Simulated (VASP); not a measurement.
Method: PBEsol GGA, VASP's PBE PAW potentials (set 64) (plane waves; VASP 6.6.1).

Input for VASP

### KPOINTS
```
k-points along high-symmetry lines
8
Line-mode
Reciprocal
  0.000000   0.000000   0.000000 ! GAMMA
 -0.500000  -0.500000   0.000000 ! Y

 -0.500000  -0.500000   0.000000 ! Y
 -0.625000  -0.375000   0.000000 ! C_0

 -0.375000   0.375000   0.000000 ! SIGMA_0
  0.000000   0.000000   0.000000 ! GAMMA

  0.000000   0.000000   0.000000 ! GAMMA
  0.500000   0.500000   0.500000 ! Z

  0.500000   0.500000   0.500000 ! Z
  0.125000   0.875000   0.500000 ! A_0

 -0.125000   0.125000   0.500000 ! E_0
  0.000000   0.000000   0.500000 ! T

  0.000000   0.000000   0.500000 ! T
 -0.500000  -0.500000   0.000000 ! Y

  0.000000   0.000000   0.000000 ! GAMMA
 -0.500000   0.000000   0.000000 ! S

 -0.500000   0.000000   0.000000 ! S
  0.000000   0.500000   0.500000 ! R

  0.000000   0.500000   0.500000 ! R
  0.500000   0.500000   0.500000 ! Z

  0.500000   0.500000   0.500000 ! Z
  0.000000   0.000000   0.500000 ! T
```

POSCAR:
```
Zn4S3Te
1
    0.0000241882     5.5483368825     5.5280370693
    5.5483368825     0.0000241882     5.5280370693
    2.7741805354     2.7741805354    -0.0000000000
Zn Te S
4 1 3
Direct
  0.9822985572   0.9822985572   0.0354028857
  0.9904766626   0.5254480535   0.9840752839
  0.5254480535   0.9904766626   0.9840752839
  0.5013490787   0.5013490787   0.9973018426
  0.1265533080   0.1265533080   0.2468933840
  0.1264671157   0.6228819334   0.2506509510
  0.6228819334   0.1264671157   0.2506509510
  0.6245252910   0.6245252910   0.2509494180
```

INCAR:
```
! general
SYSTEM =Zn4S3Te
PREC   =Accurate
ENCUT  =400
LREAL  =.FALSE.   ! projection in real space or not
LASPH  =.TRUE.
ICHARG =11   ! fixed density

! electronic loop
EDIFF  =1E-7
NELM   =100
ALGO   =Normal
LMAXMIX=4   ! l cut-off of mixed one-centre charges

! smearing
ISMEAR =0
SIGMA  =0.05

! functional
GGA    =PS

! output
LWAVE  =.FALSE.
LCHARG =.FALSE.
LORBIT =11   ! lm-projected
```

POTCAR, in this order: Zn Te S (PBE.64 set). Program: vasp_std. Read from the step before: CHGCAR.

The run wrote:

File OSZICAR:
```
       N       E                     dE             d eps       ncg     rms          rms(c)
DAV:   1     0.493166418779E+03    0.49317E+03   -0.28553E+04  7568   0.166E+03
DAV:   2     0.335779076781E+02   -0.45959E+03   -0.44786E+03  7699   0.388E+02
DAV:   3    -0.246940529197E+02   -0.58272E+02   -0.57187E+02  8484   0.133E+02
DAV:   4    -0.270517696216E+02   -0.23577E+01   -0.23487E+01  8738   0.260E+01
DAV:   5    -0.270934511347E+02   -0.41682E-01   -0.41659E-01  9420   0.335E+00
DAV:   6    -0.270942737736E+02   -0.82264E-03   -0.82252E-03  8772   0.453E-01
DAV:   7    -0.270943030883E+02   -0.29315E-04   -0.29313E-04  9579   0.788E-02
DAV:   8    -0.270943042094E+02   -0.11211E-05   -0.11211E-05  8369   0.146E-02
DAV:   9    -0.270943042629E+02   -0.53484E-07   -0.53283E-07  7646   0.295E-03
   1 F= -.27094304E+02 E0= -.27094304E+02  d E =-.182340E-10
```

### OUTCAR
```
 val. band max:        3.3343831196   @ k =   0.0000   0.0000   0.0000

 cond. band min:       3.9849508524   @ k =   0.0000   0.0000   0.0000



 k-point     1 :       0.0000    0.0000    0.0000
  band No.  band energies     occupation
      1     -10.6128      2.00000
      2      -9.8958      2.00000
      3      -9.7388      2.00000
      4      -8.0376      2.00000
      5      -4.0911      2.00000
      6      -4.0850      2.00000
      7      -4.0666      2.00000
      8      -4.0652      2.00000
      9      -3.9730      2.00000
     10      -3.8945      2.00000
     11      -3.8884      2.00000
     12      -3.8579      2.00000
     13      -3.7501      2.00000
     14      -3.7016      2.00000
     15      -3.6581      2.00000
     16      -3.6510      2.00000
     17      -3.5750      2.00000
     18      -3.5732      2.00000
     19      -3.5673      2.00000
     20      -3.5547      2.00000
     21      -3.4851      2.00000
     22      -3.4363      2.00000
     23      -3.4051      2.00000
     24      -3.3488      2.00000
     25      -3.0331      2.00000
     26      -2.7350      2.00000
     27      -2.2192      2.00000
     28       0.0837      2.00000
     29       0.1596      2.00000
     30       1.2084      2.00000
     31       1.4509      2.00000
     32       1.4986      2.00000
     33       1.6471      2.00000
     34       2.7537      2.00000
     35       2.8243      2.00000
     36       3.3344      2.00000
     37       3.9850      0.00000
     38       5.0919      0.00000
     39       5.3122      0.00000
     40       5.9654      0.00000
     41       6.3703      0.00000
     42       8.3569      0.00000
     43       8.3826      0.00000

 k-point     2 :      -0.0714   -0.0714    0.0000
  band No.  band energies     occupation
      1     -10.6021      2.00000
      2      -9.8969      2.00000
      3      -9.7486      2.00000
      4      -8.0478      2.00000
      5      -4.0923      2.00000
      6      -4.0823      2.00000
...
```

The density is held fixed in this step, so its total energy and stress have no physical meaning. Unless said otherwise, spin-orbit coupling is left out, though it shifts the bands of the heavy elements here.

The structure was generated: Zn4S3Te was put into an ordered model structure (Amm2), which need not be its known phase. It was relaxed first.
